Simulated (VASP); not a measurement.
Shape and ions are relaxed at each volume.

Energy against volume of PbO2 (rutile). All values below come from LDA (Ceperley-Alder, Perdew-Zunger), VASP's LDA PAW potentials (set 64) (plane waves; VASP).

| V (Å³/atom) | E (eV/atom) |
|---|---|
| 12.983 | -6.08312 |
| 13.397 | -6.10280 |
| 13.812 | -6.10904 |
| 14.226 | -6.10423 |
| 14.640 | -6.09045 |

Problem. Fit a third-order Birch-Murnaghan equation of state.

Solution. 
The volume per atom is 13.82 Å³/atom and the bulk modulus is 141 GPa. The pressure derivative of the bulk modulus is 5.71.

The compound is PbO2 in the rutile structure. It was relaxed first.
